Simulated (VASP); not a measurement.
```xyz
4
Lattice="4.0786 0.0000 0.0000 -2.0393 3.5322 0.0000 0.0000 0.0000 6.7038" Properties=species:S:1:pos:R:3 pbc="T T T"
Sc     0.0000     2.3548     0.0015
Sc     2.0393     1.1774     3.3534
S      0.0000     2.3548     2.5125
S      2.0393     1.1774     5.8644
```

Computed with PBE GGA, VASP's PBE PAW potentials (set 64) (plane waves; VASP). Numerical set-up: 400 eV cut-off, 10×10×5 Γ-centred mesh, tetrahedra with Blöchl corrections, potentials Sc_sv S.

The cores are frozen, which limits the accuracy of field gradients.

### Question
Give the principal components of the electric field gradient (V/Å²) and the asymmetry η at each nucleus.

### Answer

```tsv
atom	Vxx	Vyy	Vzz	η
Sc1	-3.0	-3.0	6.1	0.00
Sc2	-3.0	-3.0	6.1	0.00
S3	-2.7	-2.7	5.4	0.00
S4	-2.7	-2.7	5.4	0.00
```

The structure was generated: ScS was put into the wurtzite type (P6_3mc), which need not be its known phase. It was relaxed first, which changed the volume by -25 %.
